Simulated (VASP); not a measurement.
**Fermi-Dirac smearing in CoSi2**

Wanted: TS, pressure and Fermi level of CoSi2 against the smearing width, on one dense mesh.

Main program and level: VASP 6.6.1; PBEsol, no spin polarisation; plane waves and PAW (Co, Si), in the first sound run; inputs show where later runs differ.

This is a report of a sequence of runs, with most program output left out.

**1. Starting point**

Symmetry: Fm-3m, No. 225, cubic system. The conventional cell has a = 5.365 Å, b = 5.365 Å, c = 5.365 Å, α = 90.00°, β = 90.00°, γ = 90.00°. Co has 8 Si at 2.32 Å nearest. Si has 4 Co at 2.32 Å nearest. Farther neighbours are not listed.

**2. Relax the crystal, PBEsol**

The cell is relaxed and then held.

This step took 2 runs in a row; the last is shown.

Level: PBEsol, no spin polarisation; plane waves and PAW (Co, Si).

INCAR reads:

```
SYSTEM = CoSi2
PREC = Accurate
ENCUT = 450
EDIFF = 1E-07
NELM = 120
ISMEAR = 1
SIGMA = 0.15
LREAL = .FALSE.
ALGO = Normal
GGA = PS
NBANDS = 14
LASPH = .TRUE.
LORBIT = 11
LWAVE = .FALSE.
LCHARG = .FALSE.
KPAR = 8
IBRION = 2
NSW = 40
ISIF = 3
EDIFFG = -0.005
POTIM = 0.4
```

POSCAR reads:

```
CoSi2
1.0
    0.0000000000      2.6565774171      2.6565774171
    2.6565774171      0.0000000000      2.6565774171
    2.6565774171      2.6565774171      0.0000000000
Co Si
1 2
Direct
    0.0000000000      0.0000000000      0.0000000000
    0.2500000000      0.2500000000      0.2500000000
    0.7500000000      0.7500000000      0.7500000000
```

KPOINTS reads:

```
Automatic mesh
0
Gamma
14 14 14
0 0 0
```

Potentials, in the order of the species: Co and Si (PBE family, release 64).

Run with:

```console
mpirun -np 8 vasp_std
```

Wall time 46 s (8 MPI ranks of AMD EPYC 7571, shared host); peak memory 1.4 GiB; 4.8 min of CPU time.

This run gave:

| Item | Value |
| --- | --- |
| energy(sigma→0) of the program | -20.9823 eV |
| stress, compression positive | xx, yy, zz 0.02, 0.02, 0.02 GPa |
| volume | 37.489 Å³ |
| ionic steps | 3 |

**3. Tetrahedra, PBEsol**

Tetrahedra give the density of states at the Fermi level without smearing.

Level: PBEsol, no spin polarisation; plane waves and PAW (Co, Si).

INCAR reads:

```
SYSTEM = CoSi2
PREC = Accurate
ENCUT = 450
EDIFF = 1E-08
NELM = 100
ISMEAR = -5
SIGMA = 0.15
LREAL = .FALSE.
ALGO = Normal
GGA = PS
NBANDS = 32
LASPH = .TRUE.
LORBIT = 11
LWAVE = .FALSE.
LCHARG = .FALSE.
KPAR = 2
ISIF = 2
NEDOS = 3001
```

POSCAR reads:

```
CoSi2
1.0
    0.0000000000      2.6563968849      2.6563968849
    2.6563968849      0.0000000000      2.6563968849
    2.6563968849      2.6563968849      0.0000000000
Co Si
1 2
Direct
    0.0000000000      0.0000000000      0.0000000000
    0.2500000000      0.2500000000      0.2500000000
    0.7500000000      0.7500000000      0.7500000000
```

KPOINTS reads:

```
Automatic mesh
0
Gamma
20 20 20
0 0 0
```

Run with:

```console
mpirun -np 2 vasp_std
```

The job ended after 7 min (2 MPI ranks; peak memory 0.57 GiB; 11 min of CPU time).

Numbers from this step:

```
energy(sigma→0) of the program : -20.9821 eV
```

The run ends at a pressure of 0.00 GPa.

**4. Electron temperature, PBEsol**

One member in full: SIGMA = 0.025 eV.

Level: PBEsol, no spin polarisation; plane waves and PAW (Co, Si).

INCAR, as its differences from that of step 3:

```diff
@@ -5,4 +5,4 @@
 NELM = 100
-ISMEAR = -5
-SIGMA = 0.15
+ISMEAR = -1
+SIGMA = 0.025
 LREAL = .FALSE.
@@ -17,2 +17 @@
 ISIF = 2
-NEDOS = 3001
```

POSCAR is that of step 3.

KPOINTS is that of step 3.

Run with:

```console
mpirun -np 2 vasp_std
```

It took 6.7 min on 2 MPI ranks; peak memory 0.56 GiB.

Read from the output:

| Item | Value |
| --- | --- |
| energy(sigma→0) of the program | -20.9813 eV |
| stress, compression positive | xx, yy, zz 0.00, 0.00, 0.00 GPa |

The run ends at a pressure of 0.00 GPa.

**5. All members**

The other members went through these steps as far as the tables show, on the same mesh; 7 runs are not shown. The session took 1.9 core hours (wall time by ranks) on a shared machine.

```tsv
width kT (eV)	temperature (K)	free energy less that of the narrowest width (meV/atom)	TS (meV/atom)	pressure (GPa)	shift of the Fermi level (eV)
0.025	290	0.000	0.823	0.003	0.000
0.050	580	-1.127	2.887	0.023	0.008
0.075	870	-2.909	6.386	0.053	0.016
0.100	1160	-5.400	11.443	0.095	0.025
0.150	1741	-12.653	26.410	0.221	0.050
0.200	2321	?	?	0.405	0.081
0.300	3481	-53.182	109.574	0.975	0.160
```

**6. The Sommerfeld expansion**

At low temperature TS = (π²/3) g (kT)², so TS, twice the difference of energy(sigma→0) and the free energy, over (π²/3)(kT)² is an effective density of states: 0.400, 0.351, 0.345, 0.348, 0.357, 0.370 states/eV/atom in the rows shown.

Fitting a parabola to the 6 known rows (σ: width in eV) gives g = 1.896 σ² − 0.6463 σ + 0.3958 in states/eV/atom; the residuals are 0.013 states/eV/atom r.m.s.

For the withheld row, σ = 0.2, the fit gives 0.342 states/eV/atom.

**7. Prediction against calculation**

The calculation gives 0.363 states/eV/atom, so the prediction is 0.021 states/eV/atom too low, within twice the residual of the fit.

The parabola in σ is an empirical guide, not the expansion itself. Tetrahedra give g = 0.338 states/eV/atom at the Fermi level, the limit that the series should reach at zero width.

**8. Summary of results**

* density of states at the Fermi level, tetrahedra: 0.34 states/eV/atom
* Sommerfeld coefficient from it: 0.80 mJ per mole of atoms and K²
* pressure at the widest setting: 0.98 GPa
* error of the predicted g: -0.021 states/eV/atom

**Reading.** Against the tetrahedron value, the effective density of states stands at +19 % at 0.025 eV, +4 % at 0.05 eV, +3 % at 0.1 eV, +10 % at 0.3 eV. The leading term holds within a tenth at the widest setting. The narrowest row breaks the trend of the next ones, as mesh noise would; no test of the mesh was run. The bare coefficient lacks the electron-phonon enhancement of measured heat capacities.

[Lines on the potential files, build, host, timing and source positions are cut from VASP's logs without a mark.]

[Logs are printed without paths, hosts, clocks, repeated set-up lines and the standing remarks that a program may print on its own settings, such as how far it seeks lower states.]

[Hosts, paths, dates, database ids (printed as entryN), source tags and the programs' standing remarks are cut or masked in the printed files.]
